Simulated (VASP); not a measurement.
# TiSi2: structure and properties in VASP, part 5 of 5

Aim: relax TiSi2, then compute properties on the relaxed cell. The start is a cell from a database of measured crystal structures.

VASP 6.6.1; PBEsol; plane waves and PAW (Ti_sv, Si).

So far. Step 11 (Volume scan with PBEsol, volume scale 1): The run ends at a pressure of -0.01 GPa, with forces up to 0.0084 eV/Å.

### 12. Volume scan with PBEsol, volume scale 1.02

The input, INCAR:

```
SYSTEM = TiSi2
PREC = Accurate
ENCUT = 400
EDIFF = 1E-06
NELM = 100
ISMEAR = 0
SIGMA = 0.05
LREAL = .FALSE.
ALGO = Normal
GGA = PS
NBANDS = 26
LASPH = .TRUE.
LORBIT = 11
LWAVE = .FALSE.
LCHARG = .FALSE.
KPAR = 4
ISIF = 2
```

The input, POSCAR:

```
TiSi2
1.0
    0.0000000000      4.1062299439      4.2834475156
    2.3961906086      0.0000000000      4.2834475156
    2.3961906086      4.1062299439      0.0000000000
Ti Si
2 4
Direct
    0.7500000000      0.7500000000      0.7500000000
    0.5000000000      0.5000000000      0.5000000000
    0.0865699639      0.4134300361      0.0865699639
    0.4134300361      0.0865699639      0.4134300361
    0.1634300361      0.8365699639      0.1634300361
    0.8365699639      0.1634300361      0.8365699639
```

The input, KPOINTS:

```
Automatic mesh
0
Gamma
7 7 7
0 0 0
```

The projector-augmented-wave data sets are Ti_sv and Si (PBE family, release 64).

Command:

```bash
$ mpirun -np 4 vasp_std
```

What it wrote:

```text
[... set-up lines as in an earlier step ...]
 entering main loop
       N       E                     dE             d eps       ncg     rms          rms(c)
DAV:   1     0.341758970671E+03    0.34176E+03   -0.16559E+04  3328   0.137E+03
DAV:   2    -0.288831256644E+01   -0.34465E+03   -0.33859E+03  3346   0.417E+02
DAV:   3    -0.443776600119E+02   -0.41489E+02   -0.40776E+02  5832   0.121E+02
DAV:   4    -0.472720779000E+02   -0.28944E+01   -0.28828E+01  4568   0.295E+01
[...]
DAV:  12    -0.436497134320E+02    0.63015E-04   -0.91486E-04  4790   0.232E-01    0.158E-02
DAV:  13    -0.436497104319E+02    0.30001E-05   -0.46954E-05  4672   0.603E-02    0.147E-02
DAV:  14    -0.436497096371E+02    0.79478E-06   -0.23213E-06  3580   0.126E-02
   1 F= -.43649710E+02 E0= -.43648015E+02  d E =-.338870E-02
```

Elapsed: 19 s, on 4 MPI ranks of Intel Xeon 6975P-C (Granite Rapids), shared host; peak memory 0.9 GiB.

Parts of OUTCAR (step 12):

```text
  Total       -1.5106037     -1.3465643     -1.7925037      0.0000000      0.0000000      0.0000000
  in kB      -28.7126348    -25.5946738    -34.0708189      0.0000000      0.0000000      0.0000000
  external PRESSURE =     -29.4593759 kB  Pullay stress =       0.0000000 kB

 POSITION                                       TOTAL-FORCE (eV/Angst)
 -----------------------------------------------------------------------------------
      3.59429      6.15934      6.42517         0.000000      0.000000      0.000000
      2.39619      4.10623      4.28345         0.000000      0.000000     -0.000000
      1.19810      0.71095      2.14172         0.000000      0.000393      0.000000
      1.19810      3.39528      2.14172         0.000000     -0.000393      0.000000
      2.39619      1.34216      4.28345        -0.000000     -0.000393     -0.000000
      2.39619      6.87030      4.28345        -0.000000      0.000393     -0.000000
 -----------------------------------------------------------------------------------
    total drift:                               -0.000000     -0.000000      0.000000

  FREE ENERGIE OF THE ION-ELECTRON SYSTEM (eV)
  ---------------------------------------------------
  free  energy   TOTEN  =       -43.6497096371 eV

  energy  without entropy=      -43.6463209337  energy(sigma->0) =      -43.64801529

[... 1 part as in an earlier step ...]

[... 2 further parts left out ...]
[key lines of the parts left out:]
E-fermi :  10.0428
```

The pressure falls from -0.01 to -2.95 GPa.

The run ends at a pressure of -2.95 GPa, with forces up to 3.9e-4 eV/Å.

### 13. Volume scan with PBEsol, volume scale 1.04

INCAR is that of step 12.

POSCAR, as its differences from that of step 12:

```diff
@@ -2,5 +2,5 @@
 1.0
-    0.0000000000      4.1062299439      4.2834475156
-    2.3961906086      0.0000000000      4.2834475156
-    2.3961906086      4.1062299439      0.0000000000
+    0.0000000000      4.1328945219      4.3112628893
+    2.4117507239      0.0000000000      4.3112628893
+    2.4117507239      4.1328945219      0.0000000000
 Ti Si
```

KPOINTS is that of step 12.

Command:

```bash
$ mpirun -np 4 vasp_std
```

What it wrote:

```text
[... set-up lines as in an earlier step ...]
 entering main loop
       N       E                     dE             d eps       ncg     rms          rms(c)
DAV:   1     0.337492253897E+03    0.33749E+03   -0.16599E+04  3328   0.136E+03
DAV:   2    -0.361369286933E+01   -0.34111E+03   -0.33562E+03  3352   0.413E+02
DAV:   3    -0.445363454881E+02   -0.40923E+02   -0.40348E+02  5978   0.120E+02
DAV:   4    -0.473148089843E+02   -0.27785E+01   -0.27697E+01  4448   0.289E+01
[...]
DAV:  12    -0.436084592681E+02    0.66962E-04   -0.94109E-04  4846   0.231E-01    0.158E-02
DAV:  13    -0.436084563423E+02    0.29259E-05   -0.48295E-05  4638   0.604E-02    0.145E-02
DAV:  14    -0.436084554605E+02    0.88171E-06   -0.25879E-06  3614   0.131E-02
   1 F= -.43608455E+02 E0= -.43606761E+02  d E =-.338901E-02
```

Wall time 22 s (4 MPI ranks); peak memory 0.92 GiB; 76 s of CPU time.

From OUTCAR (step 13):

```text
  Total       -2.9240393     -2.5901541     -3.4854110      0.0000000      0.0000000      0.0000000
  in kB      -54.5095431    -48.2853013    -64.9745595      0.0000000      0.0000000      0.0000000
  external PRESSURE =     -55.9231346 kB  Pullay stress =       0.0000000 kB

 POSITION                                       TOTAL-FORCE (eV/Angst)
 -----------------------------------------------------------------------------------
      3.61763      6.19934      6.46689         0.000000      0.000000      0.000000
      2.41175      4.13289      4.31126        -0.000000      0.000000     -0.000000
      1.20588      0.71557      2.15563        -0.000000      0.007821      0.000000
      1.20588      3.41733      2.15563        -0.000000     -0.007821      0.000000
      2.41175      1.35088      4.31126        -0.000000     -0.007821     -0.000000
      2.41175      6.91491      4.31126        -0.000000      0.007821     -0.000000
 -----------------------------------------------------------------------------------
    total drift:                               -0.000000     -0.000000      0.000000

  FREE ENERGIE OF THE ION-ELECTRON SYSTEM (eV)
  ---------------------------------------------------
  free  energy   TOTEN  =       -43.6084554605 eV

  energy  without entropy=      -43.6050664499  energy(sigma->0) =      -43.60676096

[... 1 part as in an earlier step ...]

[... 2 further parts left out ...]
[key lines of the parts left out:]
E-fermi :   9.8104
```

The pressure falls from -2.95 to -5.59 GPa.

The run ends at a pressure of -5.59 GPa, with forces up to 0.0078 eV/Å.

### 14. Volume scan with PBEsol, volume scale 1.06

A prediction first. A parabola through the 6 pressures of evenly scaled cells so far, P = -0.02 -155.2 t +342 t² GPa with t = ln(V/V₁) and V₁ the volume at scale 1, gives -7.90 GPa at t = +0.0583.

INCAR is that of step 13.

POSCAR, as its differences from that of step 13:

```diff
@@ -2,5 +2,5 @@
 1.0
-    0.0000000000      4.1328945219      4.3112628893
-    2.4117507239      0.0000000000      4.3112628893
-    2.4117507239      4.1328945219      0.0000000000
+    0.0000000000      4.1592194005      4.3387239028
+    2.4271126076      0.0000000000      4.3387239028
+    2.4271126076      4.1592194005      0.0000000000
 Ti Si
```

KPOINTS is that of step 13.

Command:

```bash
$ mpirun -np 4 vasp_std
```

What it wrote:

```text
[... set-up lines as in an earlier step ...]
 entering main loop
       N       E                     dE             d eps       ncg     rms          rms(c)
DAV:   1     0.338623622751E+03    0.33862E+03   -0.16558E+04  3328   0.136E+03
DAV:   2    -0.320108211364E+01   -0.34182E+03   -0.33577E+03  3338   0.414E+02
DAV:   3    -0.444150688746E+02   -0.41214E+02   -0.40433E+02  5892   0.121E+02
DAV:   4    -0.473336290375E+02   -0.29186E+01   -0.29090E+01  4504   0.293E+01
[...]
DAV:  13    -0.435411508573E+02    0.14225E-05   -0.47666E-05  4596   0.595E-02    0.149E-02
DAV:  14    -0.435411497089E+02    0.11484E-05   -0.33396E-06  4016   0.151E-02    0.350E-03
DAV:  15    -0.435411494014E+02    0.30749E-06   -0.11246E-06  2864   0.741E-03
   1 F= -.43541149E+02 E0= -.43539453E+02  d E =-.339180E-02
```

The job ended after 21 s (4 MPI ranks; peak memory 0.93 GiB; 73 s of CPU time).

Parts of OUTCAR (step 14):

```text
  Total       -4.2588580     -3.7683729     -5.0862004      0.0000000      0.0000000      0.0000000
  in kB      -77.8950701    -68.9240331    -93.0272724      0.0000000      0.0000000      0.0000000
  external PRESSURE =     -79.9487918 kB  Pullay stress =       0.0000000 kB

 POSITION                                       TOTAL-FORCE (eV/Angst)
 -----------------------------------------------------------------------------------
      3.64067      6.23883      6.50809         0.000000     -0.000000      0.000000
      2.42711      4.15922      4.33872        -0.000000     -0.000000     -0.000000
      1.21356      0.72013      2.16936         0.000000      0.014511     -0.000000
      1.21356      3.43909      2.16936         0.000000     -0.014511     -0.000000
      2.42711      1.35948      4.33872         0.000000     -0.014511      0.000000
      2.42711      6.95896      4.33872         0.000000      0.014511      0.000000
 -----------------------------------------------------------------------------------
    total drift:                               -0.000000     -0.000000      0.000000

  FREE ENERGIE OF THE ION-ELECTRON SYSTEM (eV)
  ---------------------------------------------------
  free  energy   TOTEN  =       -43.5411494014 eV

  energy  without entropy=      -43.5377575977  energy(sigma->0) =      -43.53945350

[... 1 part as in an earlier step ...]

[... 2 further parts left out ...]
[key lines of the parts left out:]
E-fermi :   9.5856
```

The pressure falls from -5.59 to -7.99 GPa. The parabola predicted -7.90 GPa, +0.09 GPa off.

### 15. The series together

Times are for 4 MPI ranks of Intel Xeon 6975P-C (Granite Rapids), shared host. The series side by side:

```csv
no.,volume scale,energy above the lowest point (meV/atom),pressure (GPa),time,memory (GiB)
1,0.94,28.3,10.90,15 s,0.87
2,0.96,12.5,6.876,15 s,0.87
3,0.98,3.27,3.248,19 s,0.9
4,1,0,-0.01491,22 s,0.94
5,1.02,2.07,-2.946,19 s,0.9
6,1.04,8.94,-5.592,22 s,0.92
7,1.06,20.16,-7.995,21 s,0.93
```

### 16. Fit for PBEsol

This step: Birch-Murnaghan fit, PBEsol; plane waves and PAW (VASP 6.6.1).

This step runs nothing: it gathers the runs above.

This step gave:

| Item | Value |
| --- | --- |
| pressure derivative of the bulk modulus | 4.244 |
| r.m.s. error of the fit | 2.15e-6 eV/atom |
| minimum inside the sampled range | yes |
| bulk modulus | 154.0 GPa |
| equilibrium volume of the fit | 13.80 Å³/atom |

Energy above the fitted minimum against volume:

```
volume (Å³/atom)  energy above the fitted minimum (eV/atom)
          12.947                                     0.0283
          13.222                                     0.0125
          13.498                                    0.00330
          13.773                                     2.5e-5
          14.049                                    0.00209
          14.324                                    0.00897
          14.600                                     0.0202
```

The fitted volume lies +0.19 % from the relaxed one. At a finite cutoff and mesh the minimum of the energy and the zero of the stress don't quite coincide, and the relaxation stops at a threshold. The atoms bear forces along the scan, since they were held; freeing them would lower the modulus.

### 17. Band structure (PBEsol), changed input

This step: PBEsol; plane waves and PAW (Ti_sv, Si) (VASP 6.6.1).

This run is made with a changed input; what comes of it follows.

The input, INCAR:

```
SYSTEM = TiSi2
PREC = Accurate
ENCUT = 400
EDIFF = 1E-06
NELM = 4
ISMEAR = 0
SIGMA = 0.05
LREAL = .FALSE.
ALGO = Normal
GGA = PS
NBANDS = 36
LASPH = .TRUE.
LORBIT = 11
LWAVE = .FALSE.
LCHARG = .FALSE.
KPAR = 4
```

POSCAR, as its differences from that of step 14:

```diff
@@ -2,5 +2,5 @@
 1.0
-    0.0000000000      4.1592194005      4.3387239028
-    2.4271126076      0.0000000000      4.3387239028
-    2.4271126076      4.1592194005      0.0000000000
+    0.0000000000      4.0792144911      4.2552661240
+    2.3804257403      0.0000000000      4.2552661240
+    2.3804257403      4.0792144911      0.0000000000
 Ti Si
```

KPOINTS is that of step 14.

The input, KPOINTS_OPT:

```
Line mode
16
Line-mode
Reciprocal
  0.00000000   0.00000000   0.00000000 GAMMA
  0.50000000   0.00000000   0.50000000 Y

  0.50000000   0.00000000   0.50000000 Y
  1.00000000   0.50000000   0.50000000 T

  1.00000000   0.50000000   0.50000000 T
  0.50000000   0.50000000   0.00000000 Z

  0.50000000   0.50000000   0.00000000 Z
  0.00000000   0.00000000   0.00000000 GAMMA

  0.00000000   0.00000000   0.00000000 GAMMA
  0.00000000   0.41336671   0.41336671 X

  0.00000000   0.41336671   0.41336671 X
  0.50000000   0.24310139   0.74310139 A1

  0.50000000   0.24310139   0.74310139 A1
  0.50000000   0.00000000   0.50000000 Y

  1.00000000   0.50000000   0.50000000 T
  1.00000000   0.58663329   0.58663329 X1

  0.00000000   0.41336671   0.41336671 X
  0.50000000   0.75689861   0.25689861 A

  0.50000000   0.75689861   0.25689861 A
  0.50000000   0.50000000   0.00000000 Z

  0.50000000   0.50000000   0.50000000 L
  0.00000000   0.00000000   0.00000000 GAMMA
```

Command:

```bash
$ mpirun -np 4 vasp_std
```

What it wrote:

```text
[... set-up lines as in an earlier step ...]
 entering main loop
       N       E                     dE             d eps       ncg     rms          rms(c)
[... 4 cycles as in an earlier step ...]
 -----------------------------------------------------------------------------
|                                                                             |
|           W    W    AA    RRRRR   N    N  II  N    N   GGGG   !!!           |
|           W    W   A  A   R    R  NN   N  II  NN   N  G    G  !!!           |
|           W    W  A    A  R    R  N N  N  II  N N  N  G       !!!           |
|           W WW W  AAAAAA  RRRRR   N  N N  II  N  N N  G  GGG   !            |
|           WW  WW  A    A  R   R   N   NN  II  N   NN  G    G                |
|           W    W  A    A  R    R  N    N  II  N    N   GGGG   !!!           |
|                                                                             |
|     The electronic self-consistency was not achieved in the given           |
|     number of steps (NELM). The forces and other quantities evaluated       |
|     might not be reliable so examine the results carefully. If you find     |
|     spurious results, we suggest increasing NELM, if you were close to      |
|     convergence or switching to a different ALGO or adjusting the           |
|     density mixing parameters otherwise.                                    |
|                                                                             |
 -----------------------------------------------------------------------------

   1 F= -.47263307E+02 E0= -.47261648E+02  d E =-.331761E-02
 Start KPOINTS_OPT (optional k-point list driver)
k-point batch [1-64\176]
       N       E                     dE             ncg
DAV:   1     0.473124360732E+04   -0.40663E+05     4608
DAV:   2    -0.180228575359E+05   -0.22754E+05     4704
DAV:   3    -0.204272192854E+05   -0.24044E+04     7128
DAV:   4    -0.206010379092E+05   -0.17382E+03     6052
[...]
k-point batch [129-176\176]
       N       E                     dE             ncg
DAV:   1     0.219080036335E+05   -0.35423E+05     3456
DAV:   2     0.467367430869E+04   -0.17234E+05     3488
DAV:   3     0.281934390354E+04   -0.18543E+04     5284
DAV:   4     0.267528875078E+04   -0.14406E+03     4580
```

It took 18 s on 4 MPI ranks; peak memory 1.2 GiB.

Parts of OUTCAR (step 17):

```text
 k-point     1 :       0.0000    0.0000    0.0000
  band No.  band energies     occupation
    ...
     17       8.2379      2.00000
     18       8.2801      2.00000
     19       8.7333      2.00000
     20       9.2351      2.00000
     21      10.3195      2.00000
     22      14.2035      0.00000
     23      14.3905      0.00000
     24      14.4638      0.00000
     25      14.4710      0.00000
     26      15.4412      0.00000
    ...

  Total      -62.4335741    -59.7188493    -61.2544651      0.0000000      0.0000000      0.0000000
  in kB    -1210.4333427  -1157.8015118  -1187.5733221      0.0000000      0.0000000      0.0000000
  external PRESSURE =   -1185.2693922 kB  Pullay stress =       0.0000000 kB

 POSITION                                       TOTAL-FORCE (eV/Angst)
 -----------------------------------------------------------------------------------
      3.57064      6.11882      6.38290         0.000000      0.000000     -0.000000
      2.38043      4.07921      4.25527        -0.000000      0.000000      0.000000
      1.19021      0.70627      2.12763        -0.000000      0.588992      0.000000
      1.19021      3.37294      2.12763        -0.000000     -0.588992      0.000000
      2.38043      1.33333      4.25527         0.000000     -0.588992     -0.000000
      2.38043      6.82510      4.25527         0.000000      0.588992     -0.000000
 -----------------------------------------------------------------------------------
    total drift:                               -0.000000     -0.000000      0.000000

  FREE ENERGIE OF THE ION-ELECTRON SYSTEM (eV)
  ---------------------------------------------------
  free  energy   TOTEN  =       -47.2633072018 eV

  energy  without entropy=      -47.2599895952  energy(sigma->0) =      -47.26164840

[... 9 parts as in an earlier step ...]

[... 10 further parts left out ...]
[key lines of the parts left out:]
E-fermi :  11.1504
```

EDIFF was not reached within NELM cycles, so the run counts as unconverged.

The fault in the input: too few electronic steps (NELM = "4"). Raise NELM, or leave it at its default of 60.

### 18. Outcome

```yaml
relaxed_volume: 13.77 Å³/atom
relaxed_conventional_cell_a_b_c: 4.761, 8.158, 8.511 Å
space_group_after_relaxing_within_0p02_a: Fddd (No. 70)
band_gap: none, a metal
dos_at_the_fermi_level: 2.32 states/eV/cell
bulk_modulus_from_the_fit: 154 GPa
volume_from_the_fit: 13.8 Å³/atom
```

With PBEsol, TiSi2 relaxes to 13.77 Å³/atom in space group Fddd (held by the symmetry of the run), comes out as a metal and has a bulk modulus of 154 GPa at fixed shape and positions, an upper bound. Against the listed cell the volume lies -2.6 % (a -0.8 %, b -1.3 %, c -0.5 %). Bands along the symmetry lines (PBEsol): Of the bands kept, 4 cross the Fermi level on this path. No search among competing phases was made, and a listed structure need not be the one stable at ambient conditions. All values are for a static lattice at zero temperature.

[Lines on the potential files, build, host, timing and source positions are cut from VASP's logs without a mark.]

[Logs are printed without paths, hosts, clocks, repeated set-up lines and the standing remarks that a program may print on its own settings, such as how far it seeks lower states.]

[Hosts, paths, dates, database ids (printed as entryN), source tags and the programs' standing remarks are cut or masked in the printed files.]

[A measured line is paired with the nearest computed mode of its activity, which favours agreement.]
